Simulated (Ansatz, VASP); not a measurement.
## One calculation of BaHg, two programs

```xyz
2
Lattice="4.1788 0.0000 0.0000 0.0000 4.1788 0.0000 0.0000 0.0000 4.1788" Properties=species:S:1:pos:R:3 pbc="T T T"
Ba    0.0000    0.0000    0.0000
Hg    2.0894    2.0894    2.0894
```

The cell comes from a database or a generator and needn't be the stable form of this composition.

Alike in both runs: task single point; functional LDA; k mesh 6 × 6 × 6; no spin polarisation.

|  | VASP | Ansatz |
| --- | --- | --- |
| version | VASP 6.6.1 | Ansatz 0.2.0 |
| potentials or method | VASP PAW LDA potentials, release 64 (Ba_sv, Hg), cutoff 520 eV | all-electron (LAPW or listed datasets) |
| occupations | fermi-dirac, width 0.1 eV | fermi-dirac |

Ansatz gave:

* gap on the k mesh at the Fermi level (eV): none
* pressure (GPa): -2.8

Q: Estimate VASP's values.

A: gap on the k mesh at the Fermi level (eV): none; pressure (GPa): -2.5.

A gap of «none» marks a metal or a gap that the smearing closes. Ansatz ran all-electron here, so the differences hold the error of VASP's frozen core and of both bases.

The runs have no spin-orbit coupling, so splittings on Ba, Hg are missing.
